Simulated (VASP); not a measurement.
```xyz
6
Lattice="-2.9824 2.9824 2.3796 2.9824 -2.9824 2.3796 2.9824 2.9824 -2.3796" Properties=species:S:1:pos:R:3 pbc="T T T"
Al     0.9461     2.0363     2.3796
Al     2.0363     0.9461     0.0000
Al     0.9461     3.9285     0.0000
Al     2.0363    -0.9461     2.3796
Cu     0.0000     0.0000     1.1898
Cu     0.0000     0.0000     3.5694
```

Method: PBEsol GGA, VASP's PBE PAW potentials (set 64) (plane waves; VASP). Numerical set-up: 300 eV cut-off, 11×11×11 Γ-centred mesh shifted by (0.5, 0.5, 0.5), first-order Methfessel-Paxton smearing of 0.27 eV, potentials Al Cu.

At this cut-off the stress carries a Pulay error, which pulls relaxed volumes low.

Question: Predict the energy per atom (σ→0), pressure, band gap (on the k-mesh) with the smallest direct gap where there is one.

Answer: 
| Property | Value |
|---|---|
| band gap (on the k-mesh) | none (metal, semimetal or under 0.01 eV) |
| energy per atom (σ→0) | -4.329 eV/atom |
| pressure | 1.90 GPa |

Only differences to runs with the same potentials and settings are physical.

The structure comes from a computed database's Al2Cu entry; how it stands against other phases isn't given here. The cell was not relaxed at this level.
